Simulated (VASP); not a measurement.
Computed with PBE GGA, VASP's PBE PAW potentials (set 64) (plane waves; VASP).

Input for VASP

**INCAR**
```
NELM  =  100
LWAVE  =  .FALSE.
LMAXMIX  =  4   # l cut-off of mixed one-centre charges
EDIFF  =  1E-6   # SCF stop (eV)
SIGMA  =  0.05
LREAL  =  .FALSE.   # projection in real space or not
ALGO  =  Normal
LASPH  =  .TRUE.   # aspherical one-centre terms
LCHARG  =  .FALSE.
EDIFFG  =  -0.01   # ionic stop
ISIF  =  3
PREC  =  Accurate
ENCUT  =  480   # plane-wave cut-off (eV)
ISMEAR  =  0
NSW  =  60   # most ionic steps
SYSTEM  =  GaAs
IBRION  =  2
GGA  =  PE   # PBE
```

File POSCAR:
```
GaAs
1
    0.0000000000     2.8750900000     2.8750900000
    2.8750900000     0.0000000000     2.8750900000
    2.8750900000     2.8750900000     0.0000000000
Ga As
1 1
Direct
  0.0000000000   0.0000000000   0.0000000000
  0.2500000000   0.2500000000   0.2500000000
```

### KPOINTS
```
Regular mesh
0
Gamma
7 7 7
```

POTCAR, in this order: Ga As (PBE.64 set). Program: vasp_std.

Q: What does the run give for the energy per atom (σ→0), volume per atom, band gap (on the k-mesh)?

A: 
```json
{
  "energy per atom (σ→0)": "-4.139 eV/atom",
  "band gap (on the k-mesh)": "0.16 eV",
  "volume_per_atom": "23.90 Å³/atom"
}
```

### OSZICAR
```
...
DAV:   6    -0.827766820372E+01   -0.43621E-06   -0.27641E-07   168   0.342E-03
   2 F= -.82776682E+01 E0= -.82776499E+01  d E =-.238361E-03
       N       E                     dE             d eps       ncg     rms          rms(c)
DAV:   1    -0.827775346334E+01   -0.85696E-04   -0.13545E-03   352   0.206E-01    0.345E-02
DAV:   2    -0.827771522606E+01    0.38237E-04   -0.73258E-05   328   0.482E-02    0.164E-02
DAV:   3    -0.827770584729E+01    0.93788E-05   -0.33941E-05   376   0.297E-02    0.581E-03
DAV:   4    -0.827770542647E+01    0.42082E-06   -0.18200E-06   184   0.771E-03
   3 F= -.82777054E+01 E0= -.82776938E+01  d E =-.275584E-03
```

The structure comes from a computed database's GaAs entry (F-43m); how it stands against other phases isn't given here. This run relaxes it. Symmetry was kept, so distortions that lower it aren't found.
